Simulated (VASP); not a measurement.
A convergence study with VASP on SiC (zinc blende): one setting is varied, all else stays as given below, so the limit is that of these other settings.

```yaml
crystal:
  lattice:
    - [0.00000, 2.18000, 2.18000]
    - [2.18000, 0.00000, 2.18000]
    - [2.18000, 2.18000, 0.00000]
  atoms:
    - { symbol: Si, position: [0.00000, 0.00000, 0.00000] }
    - { symbol: C, position: [0.25000, 0.25000, 0.25000] }
```

The numbers are results of PBE GGA, VASP's PBE PAW potentials (set 64) (plane waves; VASP), not measurements. The tightest run used: 700 eV cut-off, 9×9×9 Γ-centred mesh, Gaussian smearing of 0.010 eV, potentials Si C.

| setting | mean ε∞ | highest Γ mode (cm⁻¹) | plane waves |
|---|---|---|---|
| ENCUT = 300 | 7.05 | 782.5 | 262 |
| ENCUT = 400 | 7.04 | 786.4 | 385 |
| ENCUT = 500 | 7.04 | 786.7 | 534 |

### Question
These are the cheaper rows. Estimate the results at ENCUT = 700, and how far the last row shown lies from them.

### Answer

| quantity | tightest run | last row shown is off by |
|---|---|---|
| mean ε∞ | 7.04 | 0.00 |
| highest Γ mode (cm⁻¹) | 786.7 | 0.0 |

Left out are rungs that failed or repeat a setting and relaxations that didn't move; long series are thinned to 24 rows.

The compound is SiC in the zinc blende structure. The cell was not relaxed at this level.
